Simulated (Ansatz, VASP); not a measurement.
**Zr (Zirconium) in two plane-wave programs**

One calculation is typed for both programs; each brings its own data sets. How far apart do they land? The cell is taken from a series of runs on this material, whose earlier steps may have relaxed, scaled, displaced or heated it; both programs get it as it stands.

Calculated with Ansatz 0.2.0; plane waves, with VASP 6.6.1 beside it; relaxation of cell and atoms at PBEsol.

**1. Set-up**

The structure is hexagonal, space group P6_3/mmc (No. 194). Conventional cell: a = 3.186 Å, b = 3.186 Å, c = 5.112 Å, α = 90.00°, β = 90.00°, γ = 120.00°. Nearest to Zr lie 12 Zr at 3.15 to 3.19 Å.

Coordinates:

```
Zr
1.0
     3.18618    0.00000    0.00000
    -1.59309    2.75931    0.00000
     0.00000    0.00000    5.11174
Zr
2
Direct
  0.33333 0.66667 0.25000
  0.66667 0.33333 0.75000
```

**2. VASP: relaxation of cell and atoms, PBEsol**

The relaxed volume is the usual yardstick between codes: in a stiff, nearly cubic crystal its relative difference is about their pressure difference at one cell divided by the bulk modulus.

Lines of VASP's logs that name or quote its potential files are left out, and so is its time.

File INCAR:

```
SYSTEM = Zr
PREC = Accurate
ENCUT = 500
EDIFF = 1E-07
NELM = 120
ISMEAR = 1
SIGMA = 0.2
LREAL = .FALSE.
ALGO = Normal
GGA = PS
NBANDS = 18
LASPH = .TRUE.
LORBIT = 11
LWAVE = .FALSE.
LCHARG = .FALSE.
ISIF = 3
IBRION = 2
NSW = 80
EDIFFG = -0.005
GGA_COMPAT = .FALSE.
NELMIN = 4
```

File POSCAR:

```
Zr
1.0
    3.1861830000      0.0000000000      0.0000000000
   -1.5930910000      2.7593150000      0.0000000000
    0.0000000000      0.0000000000      5.1117440000
Zr
2
Direct
    0.3333333053      0.6666667433      0.2500000000
    0.6666666387      0.3333334099      0.7500000000
```

File KPOINTS:

```
Automatic mesh
0
Gamma
18 18 10
0 0 0
```

Potentials, in the order of the species: Zr_sv (PBE family, release 64).

The run is started by

```console
> mpirun -np 1 vasp_std
```

Numbers of over 12 decimals in the logs are rounded to 6 here.

The log of the run:

```text
[banner, memory and clock lines left out]
running    1 mpi-ranks, on    1 nodes
 distrk:  each k-point on    1 cores,    1 groups
 distr:  one band on    1 cores,    1 groups

 POSCAR found type information on POSCAR Zr
 POSCAR found :  1 types and       2 ions
|                                                                             |
|               ----> ADVICE to this user running VASP <----                  |
|                                                                             |
|     You enforced a specific xc type in the INCAR file but a different       |
|     [... a line on the potential file left out ...]
|     I HOPE YOU KNOW WHAT YOU ARE DOING!                                     |
|                                                                             |

 LDA part: xc-table for (Slater+PW92), standard interpolation
 POSCAR, INCAR and KPOINTS ok, starting setup
 FFT: planning ... GRIDC
 FFT: planning ... GRID_SOFT
 FFT: planning ... GRID
 WAVECAR not read
 entering main loop
       N       E                     dE             d eps       ncg     rms          rms(c)
DAV:   1     0.210252763061E+03    0.21025E+03   -0.13205E+04  8008   0.129E+03
DAV:   2    -0.330490559644E+01   -0.21356E+03   -0.21021E+03  9450   0.377E+02
DAV:   3    -0.185785284191E+02   -0.15274E+02   -0.15117E+02 14406   0.728E+01
DAV:   4    -0.189385073922E+02   -0.35998E+00   -0.35956E+00  9562   0.118E+01
DAV:   5    -0.189482473262E+02   -0.97399E-02   -0.97361E-02 11910   0.136E+00    0.161E+01
DAV:   6    -0.182892957828E+02    0.65895E+00   -0.98971E-01  8632   0.781E+00    0.646E+00
DAV:   7    -0.181569513712E+02    0.13234E+00   -0.65592E-01 11588   0.546E+00    0.115E+00
DAV:   8    -0.181611073191E+02   -0.41559E-02   -0.37190E-02 10444   0.157E+00    0.282E-01
DAV:   9    -0.181613847662E+02   -0.27745E-03   -0.16049E-03 10288   0.375E-01    0.287E-02
DAV:  10    -0.181613583255E+02    0.26441E-04   -0.48412E-05 11662   0.415E-02    0.244E-02
DAV:  11    -0.181613592624E+02   -0.93692E-06   -0.99289E-06  8796   0.369E-02    0.235E-03
DAV:  12    -0.181613592731E+02   -0.10702E-07   -0.36718E-07  8464   0.416E-03
   1 F= -.18161359E+02 E0= -.18161814E+02  d E =-.181614E+02
 curvature:   0.00 expect dE= 0.000E+00 dE for cont linesearch  0.000E+00
 trial: gam= 0.00000 g(F)=  0.699E-41 g(S)=  0.611E-05 ort = 0.000E+00 (trialstep = 0.100E+01)
 search vector abs. value=  0.611E-05
 bond charge predicted
       N       E                     dE             d eps       ncg     rms          rms(c)
DAV:   1    -0.181614415237E+02   -0.82261E-04   -0.28284E-03  9462   0.504E-01    0.903E-02
DAV:   2    -0.181613715842E+02    0.69939E-04   -0.24173E-04  9714   0.135E-01    0.287E-02
DAV:   3    -0.181613573650E+02    0.14219E-04   -0.95569E-05 11552   0.670E-02    0.174E-02
DAV:   4    -0.181613587005E+02   -0.13355E-05   -0.71668E-06 10426   0.134E-02    0.718E-03
DAV:   5    -0.181613592034E+02   -0.50295E-06   -0.55144E-06 12124   0.125E-02    0.300E-03
DAV:   6    -0.181613589358E+02    0.26766E-06   -0.19964E-07  6558   0.358E-03    0.746E-04
DAV:   7    -0.181613588648E+02    0.70948E-07   -0.16209E-08  4398   0.149E-03
   2 F= -.18161359E+02 E0= -.18161814E+02  d E =0.408277E-06
 trial-energy change:    0.000000  1 .order    0.000000   -0.000006    0.000006
 step:   0.4907(harm=  0.4907)  dis= 0.00000  next Energy=   -18.161361 (dE=-0.150E-05)
 reached required accuracy - stopping structural energy minimisation
```

From OUTCAR (step 2):

```text
ion  position               nearest neighbor table
   1  0.333  0.667  0.250-   2 3.15   2 3.15   2 3.15   2 3.15   2 3.15   2 3.15
   2  0.667  0.333  0.750-   1 3.15   1 3.15   1 3.15   1 3.15   1 3.15   1 3.15

  LATTYP: Found a hexagonal cell.
 ALAT       =     3.1861830000
 C/A-ratio  =     1.6043472707

 Subroutine GETGRP returns: Found 24 space group operations
 (whereof 12 operations were pure point group operations)

The static configuration has the point symmetry D_3d.
 The point group associated with its full space group is D_6h.

 Found    222 irreducible k-points:

   k-points           NKPTS =    222   k-points in BZ     NKDIM =    222   number of bands    NBANDS=     18

   dimension x,y,z NGX =    24 NGY =   24 NGZ =   40
   dimension x,y,z NGXF=    48 NGYF=   48 NGZF=   80

   ENCUT  =  500.0 eV  36.75 Ry    6.06 a.u.   5.81  5.81  9.32*2*pi/ulx,y,z

   NELECT =      24.0000    total number of electrons

 k-points in reciprocal lattice and weights: Automatic mesh
   0.00000000  0.00000000  0.00000000       0.000
   0.05555556 -0.00000000  0.00000000       0.002
   0.11111111 -0.00000000  0.00000000       0.002
   0.16666667  0.00000000  0.00000000       0.002
   0.22222222  0.00000000  0.00000000       0.002
   0.27777778  0.00000000  0.00000000       0.002
   0.33333333  0.00000000  0.00000000       0.002
   0.38888889  0.00000000  0.00000000       0.002
   0.44444444  0.00000000  0.00000000       0.002
[...]
0.33333333  0.27777778  0.50000000       0.004
   0.33333333  0.33333333  0.50000000       0.001

 average (electrostatic) potential at core
       1 -73.9538       2 -73.9538

 E-fermi :   9.2662

 k-point     1 :       0.0000    0.0000    0.0000
  band No.  band energies     occupation
    ...
      6     -16.9035      2.00000
      7     -16.8908      2.00000
      8     -16.8908      2.00000
      9       3.5232      2.00000
     10       6.1158      2.00000
     11      10.1311     -0.00000
     12      10.1311     -0.00000
     13      10.2148     -0.00000
     14      10.5171     -0.00000
     15      10.8426     -0.00000
    ...

 k-point     2 :       0.0556   -0.0000    0.0000
  band No.  band energies     occupation
    ...
      6     -16.9163      2.00000
      7     -16.9079      2.00000
      8     -16.8940      2.00000
      9       3.6147      2.00000
     10       6.2011      2.00000
     11       9.8409     -0.00037
     12      10.2158     -0.00000
     13      10.3227     -0.00000
     14      10.4535     -0.00000
     15      10.7597     -0.00000
    ...

 k-point     3 :       0.1111   -0.0000    0.0000
  band No.  band energies     occupation
    ...
      6     -16.9888      2.00000
      7     -16.9211      2.00000
      8     -16.9036      2.00000
      9       3.8811      2.00000
     10       6.4410      2.00000
     11       9.4533     -0.03419
     12       9.8279     -0.00052
     13      10.4677     -0.00000
     14      10.5070     -0.00000
     15      10.7662     -0.00000
    ...

  Total       -0.0098905     -0.0098905     -0.0098440     -0.0000000     -0.0000000      0.0000000
  in kB       -0.3523786     -0.3523785     -0.3507195     -0.0000001     -0.0000000      0.0000000
  external PRESSURE =      -0.3518255 kB  Pullay stress =       0.0000000 kB

  energy-cutoff  :      500.00
  volume of cell :       44.97
      direct lattice vectors                 reciprocal lattice vectors
     3.186737935  0.000000000 -0.000000000     0.313800513  0.181172782  0.000000000
    -1.593368467  2.759795588  0.000000000    -0.000000000  0.362345677  0.000000000
     0.000000000  0.000000000  5.113249821     0.000000000 -0.000000000  0.195570339

 POSITION                                       TOTAL-FORCE (eV/Angst)
 -----------------------------------------------------------------------------------
      0.00000      1.83986      1.27831         0.000000      0.000000      0.000000
      1.59337      0.91993      3.83494        -0.000000     -0.000000      0.000000
 -----------------------------------------------------------------------------------
    total drift:                                0.000554     -0.000610     -0.000022

  FREE ENERGIE OF THE ION-ELECTRON SYSTEM (eV)
  ---------------------------------------------------
  free  energy   TOTEN  =       -18.1613588648 eV

  energy  without entropy=      -18.1627257695  energy(sigma->0) =      -18.16181450

 reached required accuracy - stopping structural energy minimisation

 total charge
# of ion       s       p       d       tot
------------------------------------------
    1        2.241   5.957   1.665   9.864
    2        2.241   5.957   1.665   9.864
--------------------------------------------------
tot          4.483  11.914   3.330  19.727

[... 3 further parts left out ...]
```

CONTCAR:

```
Zr
   1.00000000000000
     3.1867379352053837    0.0000000001005567   -0.0000000000000000
    -1.5933684674285225    2.7597955877160514    0.0000000000000000
     0.0000000000000000    0.0000000000000000    5.1132498213916753
  Zr
     2
Direct
     0.3333333053000018    0.6666667432999986    0.2500000000000000
     0.6666666387000006    0.3333334098999998    0.7500000000000000
```

The run keeps the 24 symmetry operations of its start, so it cannot find a distortion of lower symmetry.

**3. Ansatz: relaxation of cell and atoms, PBEsol**

Ansatz runs on its PAW soft_1 files.

The same cell, functional, mesh and smearing now go to Ansatz, which takes its cutoff from its data sets.

File input.yaml:

```yaml
crystal:
  lattice:
    - [3.1861829772, 0.0, 0.0]
    - [-1.5930914886, 2.7593153994, 0.0]
    - [0.0, 0.0, 5.1117444262]
  atoms:
    - { symbol: Zr, position: [0.3333333333, 0.6666666667, 0.25] }
    - { symbol: Zr, position: [0.6666666667, 0.3333333333, 0.75] }
kpoints:
  mp_grid: { grid: [18, 18, 10] }
hamiltonian:
  xc: pbesol
  pseudopotentials: { kind: paw, azcp: { folder: soft_1 }, xc_functional: pbe }
scf:
  occupations: { method: methfessel_paxton, width: 0.2 }
output:
  forces: true
  stress: true
  eigenvalues: true
  write_density: true
  write_potential: true
  elf: true
  volumetric_format: npy
relax:
  adjacent_minimum: "off"
  f_tol: 0.001
  max_steps: 60
  cell: { stress_tol: 0.01 }
```

The run is started by

```console
> ansatz run input.yaml --threads 4 --pin off --max-ram 8192MiB --backend cpu --events-out ev --progress --plain --runs-dir out
```

The log of the run:

```text
Engine: ansatz 0.2.0, x86_64-unknown-linux-gnu
Pseudopotentials: kind: paw
Pseudopotential: Zr, paw, valence charge 12, recommended cutoff 420 eV (normal), soft_1/Zr.paw.azcp
Functional definition: PBEsol
  exchange = pbesol_x
  correlation = pbesol_c
Crystal: 2 atoms, lattice volume = 44.941 Å³
Basis set: ecut = 420 eV, 857 PW (Γ), exchange–correlation on 48×48×72 points (8 copies of the dense FFT grid, shifted against one another)
Bands: 16, of which v1, the nominal top of the filled ones, is band 12 counted from 1 (11 counted from 0)
Symmetry: 24 space group operations
Space group: P63/mmc (ITA 194), of the structure as read, at distance tolerance 3.6e-5 Å
k-points: 222 of 3240
Non-local potential: Zr, projectors of the file, l = 0: 3, l = 1: 2, l = 2: 2, l = 3: 1
PAW form: soft (Blöchl's): semilocal exchange-correlation on the pseudo side does not see the compensation charge
PAW frozen core: Zr, regenerated for the run's functional, and the local potential with it (the file was generated under x = pbe(κ = 0.804, μ = 0.219515), c = pbe(β = 0.066725))
PAW one-centre angular grid: Zr, 590 points (default); XC on 64 Gauss nodes
Initial density: superposition of atomic densities (chi_scale 0.1, normalization cell)
Initial wavefunctions: pseudopotential atomic-orbital guess
Functional: x = pbesol(κ = 0.804, μ = 0.123457), c = pbesol(β = 0.046)
SCF iter   1: F=—  HF=-8257.514872 eV  |F-HF|=—  |Δ(HF+E_count)|=         —  Δρ=3.03e-2  dr2=5.24e-1  ethr=3.10e-3  ⟨swp⟩=4.9  Hψ=14809  notcnv=0
preconditioner: auto → none  [metal: Δε(μ)=0.014 eV  Ē_g=3.374 eV  σ=0.200 eV  W_gap=0.06  n_scr=8 (ndim 8)  ℏωp=15.7 eV  f_vac=0.000  D(μ)=1.86/eV (n_scr^D=22)  sad-step TF]
SCF iter   2: F=—  HF=-8257.384632 eV  |F-HF|=—  |Δ(HF+E_count)|=   1.30e-1  S|Δr|=    0.00e0  Δρ=1.87e-2  dr2=1.96e-1  ethr=2.18e-3  ⟨swp⟩=1.9  Hψ=5727  notcnv=0
SCF iter   3: F=—  HF=-8257.316008 eV  |F-HF|=—  |Δ(HF+E_count)|=   6.86e-2  S|Δr|=    0.00e0  Δρ=1.12e-3  dr2=5.10e-4  ethr=8.15e-4  ⟨swp⟩=3.0  Hψ=7009  notcnv=0
SCF iter   4: F=—  HF=-8257.315959 eV  |F-HF|=—  |Δ(HF+E_count)|=   4.93e-5  S|Δr|=    0.00e0  Δρ=2.11e-4  dr2=7.44e-6  ethr=2.13e-6  ⟨swp⟩=2.0  Hψ=6182  notcnv=0
SCF iter   5: F=—  HF=-8257.315957 eV  |F-HF|=—  |Δ(HF+E_count)|=   1.67e-6  S|Δr|=    0.00e0  Δρ=3.08e-5  dr2=1.52e-7  ethr=3.10e-8  ⟨swp⟩=2.0  Hψ=6231  notcnv=0
SCF iter   6: F=-8257.315957 eV  HF=-8257.315957 eV  |F-HF|=4.41e-9  |Δ(HF+E_count)|=   1.13e-7  S|Δr|=    0.00e0  Δρ=4.60e-6  dr2=8.14e-9  ethr=4.17e-10  ⟨swp⟩=8.4  Hψ=24453  notcnv=0
SCF 1 converged in 6 iterations: F = -8257.315957 eV  dr2 = 8.14e-9
  greatest PAW one-centre occupation: 0.996 electrons in one spin orbital (limit 2), on the Zr atom at site 1 (counted from 0), in its partial waves of l = 0
relax step   1: F+E_penalty+E_count = -8257.31595719 eV  Δ(F+E_penalty+E_count) = +0.000e0 eV  max|allowed force component| = 7.401e-17 eV/Å  Δτ_max = 0.0000 Å  P = -0.009 GPa  Ω = 44.941 Å³  (6 SCF iters, dr2 threshold 1.00e-7 eV, accepted)
[...]
relax step   2: F+E_penalty+E_count = -8257.31595786 eV  Δ(F+E_penalty+E_count) = -6.664e-7 eV  max|allowed force component| = 2.174e-16 eV/Å  Δτ_max = 0.0000 Å  P = +0.010 GPa  Ω = 44.932 Å³  energy of the carried Pulay correction = +2.851e-7 eV  (3 SCF iters, dr2 threshold 5.81e-10 eV, accepted)
[...]
relax step   3: F+E_penalty+E_count = -8257.31595787 eV  Δ(F+E_penalty+E_count) = -5.830e-9 eV  max|allowed force component| = 7.864e-17 eV/Å  Δτ_max = 0.0000 Å  P = +0.000 GPa  Ω = 44.936 Å³  energy of the carried Pulay correction = +1.463e-7 eV  (2 SCF iters, dr2 threshold 3.45e-10 eV, accepted)
[...]
relax step   4: F+E_penalty+E_count = -8257.31595772 eV  Δ(F+E_penalty+E_count) = +1.486e-7 eV  max|allowed force component| = 4.163e-17 eV/Å  Δτ_max = 0.0000 Å  P = +0.000 GPa  Ω = 44.936 Å³  stress off target by 5.85e-4 GPa  SCF on the basis re-selected at this cell (its energy is not comparable with the rows above)  (4 SCF iters)
basis re-selected at this cell: Δ(F+E_penalty+E_count) = +1.486e-7 eV, ΔP = +0.000 GPa vs the last step (what re-selecting the basis moved, of the pressure what is left beyond the Pulay correction that the steps carried, after the strain that the cell walked since its last selection, with what the two solves' SCF thresholds leave and, on support functions, any second-order correction that the steps lacked; it is no m [...]
SCF converged after 4 iterations
Stability not checked: this state was not tested for a lower state beside it, because cold or Methfessel-Paxton smearing, or corrected tetrahedra, fill the levels in a way that the test cannot read (fill_not_monotonic; see scf.lower_state_search)
Free energy (F): -8257.315958 eV
Harris-Foulkes:  -8257.315958 eV  (|F-HF|=3.64e-12)
Internal energy: -8257.317308 eV  (E = F + TS)
E sigma→0 (E₀):  -8257.316295 eV
Entropy (-TS):   0.001350 eV (0.675 meV/atom)
Fermi energy:    14.437910 eV
--- Per-component energies (eV) ---
  E_band       = -181.402116
  E_kinetic    = 632.608073
  E_local      = -1177.288632  (includes V_loc(G=0)·N_el)
  E_nonlocal   = 153.858802
  E_hartree    = 382.429972
  E_xc         = -307.178798
  E_vxc        = -364.616419  (∫ρ·V_xc dr)
  E_paw        = -5819.843204  (= ΣΔE_a)
  E_vpaw       = -190.823829  (= ΣTr[D̂ρ^β])
  E_aug_tail   = -0.000050  (compensation charges beyond the density's cutoff)
  E_ewald      = -2122.234914
  E_core_change = 0.331442  (= ΣΔE_core)
  E_smearing   = 0.001350  (= −TS)
  E_closure    = 0.000000  (closes the sum)
  Σ components = -8257.315958   (vs F -8257.315958, Δ=0.00e0)
--- Forces (eV/Å), atoms counted from 1 ---
  atom   1  Zr     0.00000000     0.00000000    -0.00000000
  atom   2  Zr    -0.00000000    -0.00000000     0.00000000
  max |Σ_I F_I| component: 2.78e-17 eV/Å
--- Stress (GPa, compression-positive) ---
        0.000143      -0.000000       0.000000
       -0.000000       0.000143      -0.000000
        0.000000      -0.000000       0.000585
  P = ⅓ Tr σ = 0.0003 GPa (0.003 kbar)
--- Band table (eV; the first three rows and the last of 222) ---
  k-point 0: bands = [... 8 lower, 8.7002, 11.2885, 15.3015, 15.3015, 15.3850, 15.6925, 16.0135, 16.0135]
  k-point 1: bands = [... 8 lower, 8.7872, 11.2871, 15.2551, 15.2551, 15.3180, 15.5250, 15.9481, 15.9481]
  k-point 2: bands = [... 8 lower, 9.0402, 11.2615, 15.1221, 15.1328, 15.1689, 15.1689, 15.7802, 15.7802]
  k-point 221: bands = [... 8 lower, 12.9112, 12.9112, 13.1145, 13.1145, 14.4446, 14.4446, 16.4987, 16.4987]
--- Relaxed structure (3 steps of the walk, 3 accepted, 1 SCFs on fresh bases) ---
  F+E_penalty+E_count = -8257.31595772 eV   max|allowed force component| = 4.163e-17 eV/Å   (the final SCF, on the basis selected at the relaxed cell)
  cell:  # Å, volume = 44.9360 Å³
    - [3.185838, 0.0, 0]
    - [-1.592919, 2.759017, 0]
    - [0, 0, 5.112303]
  atoms:
    - { symbol: Zr, position: [0.333333, 0.666667, 0.250000] }
    - { symbol: Zr, position: [0.666667, 0.333333, 0.750000] }
```

In the SCF lines HF is the Harris–Foulkes energy and dr2 the Hartree energy of the density residual, in eV; the loop may stop once dr2 is under the threshold and the program's other checks hold. Hψ counts applications of the Hamiltonian.

**4. Side by side**

Known differences besides the potentials themselves: the cutoff is 420 eV in Ansatz and 500 eV in VASP; Ansatz makes its cores anew for this functional, VASP keeps those of its PBE data sets; Ansatz adds a Pulay correction to the stress that steers its cell, VASP none. Total energies have different zeros and are not compared.

Compared:

```
                                         quantity  Ansatz   VASP  difference
                                      volume (Å³)   44.94  44.97     -0.07 %
edge a after relaxation, in the typed setting (Å)   3.186  3.187     -0.03 %
edge c after relaxation, in the typed setting (Å)   5.112  5.113     -0.02 %
```

**5. Outcome**

| Property | Result |
| --- | --- |
| difference in volume (relaxation of cell and atoms, PBEsol) | -0.075 % |

**Reading.** The difference in volume is -0.075 % (relaxation of cell and atoms, PBEsol), within the 1.2 % picked in this series as the mark of a large difference, as far as the stopping tolerances let one tell. Such differences can come from data sets, numerical settings and the points named under the comparisons, not from the functional's error against experiment.

[Lines on the potential files, build, host, timing and source positions are cut from VASP's logs without a mark.]

[Logs are printed without paths, hosts, clocks, repeated set-up lines and the standing remarks that a program may print on its own settings, such as how far it seeks lower states.]

[Hosts, paths, dates, database ids (printed as entryN), source tags and the programs' standing remarks are cut or masked in the printed files.]
